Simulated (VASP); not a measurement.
Input:

```
CELL_PARAMETERS angstrom
      0.00000     2.66107     2.66107
      2.66107     0.00000     2.66107
      2.66107     2.66107     0.00000
ATOMIC_POSITIONS crystal
  Ga 0.00000 0.00000 0.00000
  P  0.25000 0.25000 0.25000
```

All values below come from r2SCAN+rVV10, VASP's PBE PAW potentials (set 64) (plane waves; VASP). Numerical set-up: 520 eV cut-off, 8×8×8 Γ-centred mesh, Gaussian smearing of 0.050 eV, potentials Ga_d P.

**Question.** Predict the energy per atom (σ→0), pressure, band gap (on the k-mesh) with the smallest direct gap where there is one.

**Answer.** 
```json
{
  "band gap (on the k-mesh)": "1.70 eV",
  "smallest direct gap (on the k-mesh)": "2.96 eV",
  "energy per atom (σ→0)": "-10.451 eV/atom",
  "pressure": "6.54 GPa"
}
```

Total energies compare only between runs with the same potentials, cut-off and functional.

The compound is GaP in the zinc blende structure. This cell is one point of a volume scan, at 0.94 of the reference volume.
